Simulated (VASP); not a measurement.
Output of a VASP run:

**OSZICAR**
```
       N       E                     dE             d eps       ncg     rms          rms(c)
DAV:   1     0.103502019419E+03    0.10350E+03   -0.13070E+04  6008   0.239E+03
DAV:   2     0.689007654804E+01   -0.96612E+02   -0.95574E+02  6048   0.305E+02
DAV:   3     0.403100175032E+01   -0.28591E+01   -0.28557E+01  7200   0.636E+01
DAV:   4     0.402212583316E+01   -0.88759E-02   -0.88798E-02  7040   0.363E+00
DAV:   5     0.402211215087E+01   -0.13682E-04   -0.13685E-04  7160   0.118E-01    0.374E+00
DAV:   6     0.417792288502E+01    0.15581E+00   -0.74064E-01  6072   0.188E+01    0.274E+00
DAV:   7     0.418672245199E+01    0.87996E-02   -0.23902E-02  7136   0.276E+00    0.139E+00
DAV:   8     0.419032270046E+01    0.36002E-02   -0.26447E-03  6976   0.774E-01    0.460E-02
DAV:   9     0.419024401619E+01   -0.78684E-04   -0.36009E-04  7448   0.242E-01    0.317E-02
DAV:  10     0.419023832432E+01   -0.56919E-05   -0.30255E-05  6760   0.707E-02    0.424E-03
DAV:  11     0.419023887283E+01    0.54851E-06   -0.18591E-07  6224   0.475E-03    0.200E-03
DAV:  12     0.419023948892E+01    0.61609E-06   -0.15824E-07  5344   0.462E-03    0.209E-04
DAV:  13     0.419023946964E+01   -0.19281E-07   -0.76040E-09  3528   0.101E-03
   1 F= 0.41902395E+01 E0= 0.41902395E+01  d E =0.000000E+00
```

OUTCAR:
```
------------------------ aborting loop because EDIFF is reached ----------------------------------------
  FORCE on cell =-STRESS in cart. coord.  units (eV):
  Direction    XX          YY          ZZ          XY          YZ          ZX
  --------------------------------------------------------------------------------------
  Total       -0.1611806     -0.1611806      0.2739901      0.0000000      0.0000000      0.0000000
  in kB       -8.4722181     -8.4722212     14.4018838      0.0000000      0.0000000      0.0000000
  external PRESSURE =      -0.8475185 kB  Pullay stress =       0.0000000 kB
  volume of cell :       30.48
      direct lattice vectors                 reciprocal lattice vectors
     1.332314209 -2.307636330  0.000000000     0.375286848 -0.216671922  0.000000000
     1.332314209  2.307636330  0.000000000     0.375286848  0.216671922  0.000000000
     0.000000000  0.000000000  4.957036476     0.000000000  0.000000000  0.201733436
 POSITION                                       TOTAL-FORCE (eV/Angst)
 -----------------------------------------------------------------------------------
      1.33231      0.76921      1.23926        -0.000000      0.000000      0.000000
      1.33231     -0.76921      3.71778         0.000000     -0.000000      0.000000
 -----------------------------------------------------------------------------------
    total drift:                                0.000013      0.000077      0.000004
  FREE ENERGIE OF THE ION-ELECTRON SYSTEM (eV)
  ---------------------------------------------------
  free  energy   TOTEN  =         4.1902394696 eV

  energy  without entropy=        4.1902394696  energy(sigma->0) =        4.19023947

 total charge

# of ion       s       p       d       tot
------------------------------------------
    1        0.617   0.444   9.733  10.793
    2        0.617   0.444   9.733  10.793
--------------------------------------------------
tot          1.234   0.887  19.465  21.586
```
(Selected blocks of OUTCAR.)

### POSCAR
```
Zn
1
    1.3323142091    -2.3076363300     0.0000000000
    1.3323142091     2.3076363300     0.0000000000
    0.0000000000    -0.0000000000     4.9570364761
Zn
2
Direct
  0.3333330000   0.6666670000   0.2500000000
  0.6666670000   0.3333330000   0.7500000000
```

**Question.** Write an INCAR and KPOINTS that could have produced this output.

**Answer.** One answer among several that fit: the input of the run itself, optB88-vdW, plane waves, VASP's PBE PAW potentials (set 64).

**KPOINTS**
```
Automatic mesh
0
Gamma
18 18 8
0 0 0
```

INCAR:
```
AGGAC=0.0
ALGO=Normal
EDIFF=1E-7
ENCUT=520
GGA=BO
ISIF=2
ISMEAR=-5
LASPH=.True.
LCHARG=.True.
LMAXMIX=4
LORBIT=11
LREAL=.False.
LUSE_VDW=.True.
LWAVE=.False.
NEDOS=601
NELM=100
PARAM1=0.1833333333
PARAM2=0.22
PREC=Accurate
SYSTEM=Zn
```

POTCAR, in this order: Zn (PBE.64 set). Program: vasp_std.

For a metal the tetrahedron method with Blöchl corrections gives inexact stress and forces.

The compound is Zn in the hcp structure. It was relaxed first.
